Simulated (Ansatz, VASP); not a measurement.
**Two plane-wave programs on TaRh3**

INCAR

```
SYSTEM = TaRh3
PREC = Accurate
ENCUT = 600
EDIFF = 1E-7
ISMEAR = 1
SIGMA = 0.1
LREAL = .False.
LASPH = .True.
NELM = 100
ALGO = Normal
ISIF = 3
LWAVE = .False.
LCHARG = .False.
IBRION = 2
NSW = 80
EDIFFG = -0.01
```

The input KPOINTS:

```
Automatic mesh
0
Gamma
  12 12 12
  0 0 0
```

Contents of POSCAR:

```
TaRh3
1.0
    3.8600000000      0.0000000000      0.0000000000
    0.0000000000      3.8600000000      0.0000000000
    0.0000000000      0.0000000000      3.8600000000
Ta Rh
1 3
Direct
    0.0000000000      0.0000000000      0.0000000000
    0.0000000000      0.5000000000      0.5000000000
    0.5000000000      0.0000000000      0.5000000000
    0.5000000000      0.5000000000      0.0000000000
```

Input for Ansatz:

```yaml
crystal:
  lattice:
    - [3.86, 0.0, 0.0]
    - [0.0, 3.86, 0.0]
    - [0.0, 0.0, 3.86]
  atoms:
    - { symbol: Ta, position: [0.0, 0.0, 0.0] }
    - { symbol: Rh, position: [0.0, 0.5, 0.5] }
    - { symbol: Rh, position: [0.5, 0.0, 0.5] }
    - { symbol: Rh, position: [0.5, 0.5, 0.0] }
scf:
  occupations: { method: methfessel_paxton, width: 0.1 }
output:
  forces: true
  stress: true
  eigenvalues: true
  write_density: true
  write_potential: true
  elf: true
  volumetric_format: npy
kpoints:
  mp_grid: { grid: [12, 12, 12] }
hamiltonian:
  xc: lda
relax:
  f_tol: 0.01
  adjacent_minimum: "off"
  cell: { stress_tol: 0.05 }
```

Alike in both runs: task relaxation of cell and atoms; functional LDA; k mesh 12 × 12 × 12; occupations methfessel-paxton of order 1, width 0.1 eV; no spin polarisation.

```csv
,VASP,Ansatz
version,VASP 6.6.1,Ansatz 0.2.0
potentials or method,"VASP PAW LDA potentials, release 64 (Ta_pv, Rh_pv)","scalar-relativistic, plane waves, PAW"
plane-wave cutoff (eV),600,420
valence electrons in the cell,56,64
```

|  | VASP | Ansatz | Ansatz less VASP |
| --- | --- | --- | --- |
| gap on the k mesh at the Fermi level, each at its own relaxed structure (eV) | none | none | - |
| relaxed volume (Å³/atom) | 13.98 | 13.93 | -0.048 |
| relaxed cell length with the largest relative difference (Å) | 3.824 | 3.820 | -0.0044 |
| energy change over the relaxation (meV/atom) | -10 | -13 | -2.6 |

A gap of «none» marks a metal or a gap that the smearing closes. The two sets of potentials don't hold the same shells in valence.

The runs have no spin-orbit coupling, so splittings on Ta are missing. LDA usually gives volumes a few per cent too small. Zero-point motion and thermal expansion aren't in these numbers.
